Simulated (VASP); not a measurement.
Crystal: Sn2GeO3.

```xyz
6
Lattice="3.4560 0.0000 0.0000 -1.7280 2.9930 0.0000 0.0000 0.0000 8.8221" Properties=species:S:1:pos:R:3 pbc="T T T"
Sn    0.0000    1.9953    1.4530
Sn    1.7280    0.9977    7.3691
Ge    0.0000    0.0000    4.4111
O     0.0000    1.9953    5.8667
O     1.7280    0.9977    2.9554
O     0.0000    0.0000    0.0000
```

The cell was built by a generator and needn't be a form met in nature.

| Item | Value |
| --- | --- |
| Program | VASP 6.6.1 |
| Task | relaxation of cell and atoms |
| Functional | PBE |
| Potentials or basis | VASP PAW PBE potentials, release 64 (Sn_d, Ge_d, O) |
| Cutoff | 520 eV |
| k mesh | 5 × 5 × 2 |
| Occupations | gaussian, width 0.15 eV |
| Spin | no spin polarisation |

At the start: pressure 4.1 GPa; volume 15.21 Å³/atom.

Task: How do energy, volume and symmetry change on relaxing?

Result: Over 7 steps the energy falls by 31.9 meV/atom and the volume is 15.72 Å³/atom (+3.4 %); space group P-3m1 (No. 164, to 0.05 Å).

The path:
```csv
step,energy change (eV),largest force (eV/Å),pressure (GPa),volume (Å³)
1,0.0000,0.8569,4.14,91.26
2,-0.1075,0.3977,-2.22,96.54
3,-0.1081,0.4068,-1.62,96.06
4,-0.1550,0.3463,-1.16,95.10
5,-0.1797,0.2640,0.41,93.79
6,-0.1902,0.0872,0.13,94.18
7,-0.1912,0.0213,-0.22,94.33
```

Final structure:
```
Sn Ge O
1.0
     3.54698    0.00000    0.00000
    -1.77349    3.07178    0.00000
     0.00000    0.00000    8.65796
Sn Ge O
2 1 3
Direct
  0.33333 0.66667 0.17571
  0.66667 0.33333 0.82429
  0.00000 0.00000 0.50000
  0.33333 0.66667 0.65213
  0.66667 0.33333 0.34787
  0.00000 0.00000 0.00000
```
